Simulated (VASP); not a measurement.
Consider the following.

```
KI
1.0
    0.00000     3.54491     3.54491
    3.54491     0.00000     3.54491
    3.54491     3.54491     0.00000
K I
1 1
Direct
  0.00000   0.00000   0.00000
  0.50000   0.50000   0.50000
```

Method: TPSS meta-GGA, VASP's PBE PAW potentials (set 64) (plane waves; VASP). Numerical set-up: 520 eV cut-off, 6×6×6 Γ-centred mesh, Gaussian smearing of 0.050 eV, potentials K_sv I.

Unless said otherwise, spin-orbit coupling is left out, though it shifts the bands of the heavy elements here.

Question: What does the run give for the energy per atom (σ→0), band gap (on the k-mesh) with the smallest direct gap where there is one?

Answer: 
| Item | Result |
|---|---|
| band gap (on the k-mesh) | 4.35 eV |
| smallest direct gap (on the k-mesh) | 4.35 eV |
| energy per atom (σ→0) | -9.982 eV/atom |

The compound is KI in the rock salt structure. This cell is one point of a volume scan, at 0.94 of the reference volume.
